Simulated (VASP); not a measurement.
Consider the following.

```xyz
2
Lattice="0.0000 2.1267 2.1267 2.1267 0.0000 2.1267 2.1267 2.1267 0.0000" Properties=species:S:1:pos:R:3 pbc="T T T"
Ru     0.0000     0.0000     0.0000
N      2.1267     2.1267     2.1267
```

Method: PBEsol GGA, VASP's PBE PAW potentials (set 64) (plane waves; VASP 6.6.1). Run with 520 eV cut-off, Gaussian smearing of 0.050 eV, potentials Ru_pv N.

Problem. Give the energies of bands 5 to 12 at the high-symmetry points, in eV from the Fermi level.

Solution. 
```
band      Γ      X      U      L      W
----  -----  -----  -----  -----  -----
5     -3.39  -6.48  -7.23  -9.49  -6.94
6     -3.39  -5.66  -6.64  -7.37  -6.62
7     -3.39  -3.92  -5.98  -7.37  -6.62
8     -2.76  -3.92  -2.63  -0.89  -1.14
9     -2.76  -1.12  -0.55  -0.89  -1.14
10    -2.76  -0.07   0.15   0.36  -0.07
11    -2.32  -0.07   1.65   4.75   0.98
12    -2.32   1.66   2.09   4.75   2.03
```

It has no gap at this level: it comes out as a metal or semimetal.

The structure was generated: RuN was put into the rock salt type (Fm-3m), which need not be its known phase. It was relaxed first, which changed the volume by -25 %. The electron count is odd and the run is not spin-polarised, which forces a metal.
